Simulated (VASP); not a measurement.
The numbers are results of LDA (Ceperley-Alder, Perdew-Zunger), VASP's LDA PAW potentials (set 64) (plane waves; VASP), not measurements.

VASP input:

File KPOINTS:
```
Automatic mesh
0
Gamma
8 8 7
0 0 0
```

### POSCAR
```
SnO
1
    3.6624172025     0.0000000000     0.0000000000
    0.0000000000     3.6624172025     0.0000000000
    0.0000000000    -0.0000000000     4.2498275098
Sn O
2 2
Direct
  0.5000000000   1.0000000000   0.7275864016
  0.0000000000   0.5000000000   0.2724135984
  0.5000000000   0.5000000000   1.0000000000
  0.0000000000   1.0000000000   0.0000000000
```

INCAR:
```
SYSTEM = SnO
PREC = Accurate
ENCUT = 620
EDIFF = 1E-6
NELM = 100
ALGO = Normal
LREAL = .FALSE.
LASPH = .TRUE.
ISMEAR = 1
SIGMA = 0.1
LMAXMIX = 4
LWAVE = .FALSE.
LCHARG = .FALSE.
IBRION = 2
ISIF = 3
NSW = 40
EDIFFG = -0.02
PSTRESS = 100
```

POTCAR, in this order: Sn_d O (LDA.64 set). Program: vasp_std.

Output

OSZICAR:
```
       N       E                     dE             d eps       ncg     rms          rms(c)
DAV:   1     0.415281853370E+03    0.41528E+03   -0.23190E+04  2960   0.306E+03
DAV:   2     0.288459042347E+02   -0.38644E+03   -0.37957E+03  3056   0.642E+02
DAV:   3    -0.269159683992E+02   -0.55762E+02   -0.55366E+02  3568   0.203E+02
DAV:   4    -0.288408082492E+02   -0.19248E+01   -0.19221E+01  3200   0.415E+01
DAV:   5    -0.288911591291E+02   -0.50351E-01   -0.50345E-01  3760   0.694E+00    0.115E+01
DAV:   6    -0.255485409072E+02    0.33426E+01   -0.19481E+01  4840   0.517E+01    0.478E+00
DAV:   7    -0.255445994971E+02    0.39414E-02   -0.18008E+00  3160   0.945E+00    0.249E+00
DAV:   8    -0.255170522088E+02    0.27547E-01   -0.44808E-01  4344   0.534E+00    0.914E-01
DAV:   9    -0.254970003026E+02    0.20052E-01   -0.12519E-01  4616   0.412E+00    0.211E-01
DAV:  10    -0.254978988384E+02   -0.89854E-03   -0.13849E-02  4352   0.119E+00    0.150E-01
DAV:  11    -0.254973720260E+02    0.52681E-03   -0.27080E-03  4472   0.603E-01    0.228E-02
DAV:  12    -0.254974119724E+02   -0.39946E-04   -0.46986E-04  3184   0.140E-01    0.279E-02
DAV:  13    -0.254974053437E+02    0.66287E-05   -0.31169E-05  4408   0.685E-02    0.670E-03
DAV:  14    -0.254974052028E+02    0.14096E-06   -0.23045E-06  2720   0.119E-02
   1 F= -.21939484E+02 E0= -.21939228E+02  d E =-.219395E+02
```

### OUTCAR
```
------------------------ aborting loop because EDIFF is reached ----------------------------------------
  FORCE on cell =-STRESS in cart. coord.  units (eV):
  Direction    XX          YY          ZZ          XY          YZ          ZX
  --------------------------------------------------------------------------------------
  Total        3.5668244      3.5668244      3.5499884      0.0000000      0.0000000      0.0000000
  in kB      100.2502290    100.2502290     99.7770329      0.0000000      0.0000000      0.0000000
  external PRESSURE =       0.0924970 kB  Pullay stress =     100.0000000 kB
  volume of cell :       57.00
      direct lattice vectors                 reciprocal lattice vectors
     3.662417202  0.000000000  0.000000000     0.273043715  0.000000000  0.000000000
     0.000000000  3.662417202  0.000000000     0.000000000  0.273043715  0.000000000
     0.000000000  0.000000000  4.249827510     0.000000000  0.000000000  0.235303668
 POSITION                                       TOTAL-FORCE (eV/Angst)
 -----------------------------------------------------------------------------------
      1.83121      0.00000      3.09212         0.000000     -0.000000      0.016120
      0.00000      1.83121      1.15771         0.000000      0.000000     -0.016120
      1.83121      1.83121      0.00000         0.000000      0.000000      0.000000
      0.00000      0.00000      0.00000         0.000000     -0.000000      0.000000
 -----------------------------------------------------------------------------------
    total drift:                                0.000000      0.000000      0.000000
  FREE ENERGIE OF THE ION-ELECTRON SYSTEM (eV)
  ---------------------------------------------------
  free  energy   TOTEN  =       -25.4974052028 eV

  energy  without entropy=      -25.4966368617  energy(sigma->0) =      -25.49714909
  enthalpy is  TOTEN    =       -21.9394837872 eV   P V=        3.5579214156

 reached required accuracy - stopping structural energy minimisation
```
(Selected blocks of OUTCAR.)

The compound is SnO in the litharge structure. It was relaxed first under an external pressure of 10 GPa.
